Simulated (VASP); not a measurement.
Consider the following.

```
CdSe
1.0
    0.00000     3.02500     3.02500
    3.02500     0.00000     3.02500
    3.02500     3.02500     0.00000
Cd Se
1 1
Direct
  0.00000   0.00000   0.00000
  0.25000   0.25000   0.25000
```

Level of theory: PBE GGA, VASP's PBE PAW potentials (set 64) (plane waves; VASP). Run with 400 eV cut-off, 6×6×6 Γ-centred mesh, Gaussian smearing of 0.050 eV, potentials Cd Se.

Task: Give the stress tensor in GPa (positive for a compressed cell).

Result: 
```
3.77  0.00  0.00
0.00  3.77  0.00
0.00  0.00  3.77
```
The pressure is its mean diagonal, 3.77 GPa.

The compound is CdSe in the zinc blende structure, whereas wurtzite is the usual form. The cell was not relaxed at this level.
